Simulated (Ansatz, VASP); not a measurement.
# One calculation of Hg2SO, two programs

Contents of INCAR:

```
SYSTEM = Hg2SO
PREC     = Accurate       ! precision mode
ENCUT    = 520            ! plane-wave cutoff, eV
EDIFF    = 1E-7           ! SCF threshold, eV
ISMEAR   = -1             ! smearing method
SIGMA    = 0.02           ! smearing width, eV
LREAL    = .FALSE.        ! projectors in reciprocal space
LASPH    = .TRUE.         ! aspherical terms in the spheres
NELM     = 150            ! most SCF steps
ALGO     = Normal         ! electronic algorithm
ISIF     = 2              ! what is computed and relaxed
LWAVE    = .FALSE.        ! write WAVECAR
LCHARG   = .TRUE.         ! write CHGCAR
ISPIN    = 2              ! spin polarisation
MAGMOM   = 0 0 0 0        ! initial moments
LORBIT   = 11             ! projections on sites
GGA      = PE             ! functional
LELF     = .TRUE.         ! ELF
LVHAR    = .TRUE.       
NBANDS   = 30             ! bands
```

File KPOINTS:

```
Automatic mesh
0
G
  4 4 4
  0 0 0
```

POSCAR

```
Hg2SO
1.0
    3.9826510783      0.0000000000      0.0000000000
    0.0000000000      3.9826510783      0.0000000000
    0.0000000000      0.0000000000      5.4147933259
O Hg S
1 2 1
Direct
    0.0000000000      0.0000000000      0.0000000000
    0.0000000000      0.5000000000      0.7900315664
    0.5000000000      0.0000000000      0.2099684336
    0.5000000000      0.5000000000      0.5000000000
```

Input for Ansatz:

```yaml
crystal:
  lattice:
    - [3.9826510783, 0.0, 0.0]
    - [0.0, 3.9826510783, 0.0]
    - [0.0, 0.0, 5.4147933259]
  atoms:
    - { symbol: O, position: [0.0, 0.0, 0.0] }
    - { symbol: Hg, position: [0.0, 0.5, 0.7900315664] }
    - { symbol: S, position: [0.5, 0.5, 0.5] }
    - { symbol: Hg, position: [0.5, 0.0, 0.2099684336] }
kpoints:
  mp_grid: { grid: [4, 4, 4] }
hamiltonian:
  xc: pbe
scf:
  occupations: { method: fermi_dirac, width: 0.02 }
  n_extra_bands: 5
  max_iter: 67
output:
  forces: true
  stress: true
  eigenvalues: true
magnetization:
  spin_polarized: true
  initial_magnetization: 0.5
```

Alike in both runs: task single point; functional PBE; k mesh 4 × 4 × 4; occupations fermi-dirac, width 0.02 eV; collinear spin.

|  | VASP | Ansatz |
| --- | --- | --- |
| version | VASP 6.6.1 | Ansatz 0.2.0 |
| potentials or method | VASP PAW PBE potentials, release 64 (O, Hg, S) | plane waves |
| plane-wave cutoff (eV) | 520 | 420 |
| valence electrons in the cell | 36 | 52 |

Ansatz gave:

| Property | Result |
| --- | --- |
| gap on the k mesh at the Fermi level (eV) | none |
| pressure (GPa) | 2.7 |
| largest component of the traceless stress (GPa) | 0.22 |
| rms of the force components (eV/Å) | 0.049 |
| net moment per atom (μB) | 0.00 |

Problem. Which values does VASP return?

Solution. gap on the k mesh at the Fermi level (eV): none; pressure (GPa): 3.2; largest component of the traceless stress (GPa): 0.26; rms of the force components (eV/Å): 0.059; net moment per atom (μB): 0.00.

A gap of «none» marks a metal or a gap that the smearing closes. The two sets of potentials don't hold the same shells in valence. Ansatz warned: «moment_headroom_below_auto».

Caveats: the k mesh is coarse (spacing up to 0.39 Å⁻¹), so the values aren't converged. The runs have no spin-orbit coupling, so splittings on Hg are missing.
